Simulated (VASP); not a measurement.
Runs of VASP 6.6.1 on LaB6. Symmetry: Pm-3m, No. 221, cubic system. Conventional cell: a = 4.157 Å, b = 4.157 Å, c = 4.157 Å, α = 90.00°, β = 90.00°, γ = 90.00°. Around La (site symmetry m-3m) lie 24 B at 3.05 Å. B (site symmetry 4mm) is surrounded by 5 B at 1.64 to 1.78 Å. 

| level | potentials or basis | gap on the mesh (eV) | pressure (GPa) | relaxed volume (Å³/atom) | largest force (eV/Å) |
| --- | --- | --- | --- | --- | --- |
| PBEsol | VASP PAW PBE potentials, release 64 (La, B) | none | 0.0 | (b) | 0.01 |
| PBE | VASP PAW PBE potentials, release 64 (La, B) | none | 0.0 | 10.24 | - |
| r2SCAN | VASP PAW PBE potentials, release 64 (La, B) | none | -0.1 | 10.23 | - |
| LDA | VASP PAW LDA potentials, release 64 (La, B) | none | 0.0 | 9.84 | - |
| PBE+D3(BJ) | VASP PAW PBE potentials, release 64 (La, B) | none | 0.0 | (a) | 0.01 |

Alike in all rows: task relaxation of cell and atoms; no spin polarisation; cell relaxed; k mesh 10 × 10 × 10; cutoff (eV) 600; smearing methfessel-paxton 0.1 eV.

**Question.** Fill in the values left out.

**Answer.** (a) 10.01; (b) 10.07.

Caveats: the PAW data sets were made with another functional, which shifts forces and pressure a little (some runs); pairwise dispersion overbinds metals, which lowers pressure and volume (some runs).

A k mesh can miss the band edges, and the runs leave out spin-orbit coupling on La.

A gap of «none» marks a metal or a gap under the smearing width.

Not every run made on this cell is shown here.
